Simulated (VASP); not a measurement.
Sc:

```
Sc
1.0
     3.30900    0.00000    0.00000
    -1.65450    2.86568    0.00000
     0.00000    0.00000    5.27330
Sc
2
Direct
  0.33333 0.66667 0.25000
  0.66667 0.33333 0.75000
```

* Program: VASP 6.6.1
* Task: relaxation of cell and atoms
* Functional: LDA
* Potentials or basis: VASP PAW LDA potentials, release 64 (Sc_sv)
* Cutoff: 600 eV
* k mesh: 15 × 15 × 7
* Occupations: methfessel-paxton, width 0.1 eV
* Spin: no spin polarisation

At the start: pressure -5.3 GPa; volume 25.00 Å³/atom.

Question: How do energy, volume and symmetry change on relaxing?

Answer: Over 9 steps the energy falls by 46.7 meV/atom and the volume is 22.58 Å³/atom (-9.7 %); space group P6_3/mmc (No. 194, to 0.05 Å).

The path:
| step | energy change (eV) | largest force (eV/Å) | pressure (GPa) | volume (Å³) |
| --- | --- | --- | --- | --- |
| 1 | 0.0000 | 0.0000 | -5.29 | 50.00 |
| 2 | -0.0874 | 0.0000 | 1.35 | 44.26 |
| 3 | -0.0906 | 0.0000 | 0.18 | 45.08 |
| 4 | -0.0906 | 0.0000 | 0.04 | 45.18 |
| 5 | -0.0928 | 0.0000 | -0.04 | 45.22 |
| 6 | -0.0933 | 0.0000 | -0.08 | 45.25 |
| 7 | -0.0934 | 0.0000 | -0.08 | 45.25 |
| 8 | -0.0934 | 0.0000 | -0.08 | 45.25 |
| 9 | -0.0934 | 0.0000 | 0.03 | 45.16 |

Final structure:
```
Sc
1.0
     3.23419    0.00000    0.00000
    -1.61710    2.80089    0.00000
     0.00000    0.00000    4.98572
Sc
2
Direct
  0.33333 0.66667 0.25000
  0.66667 0.33333 0.75000
```
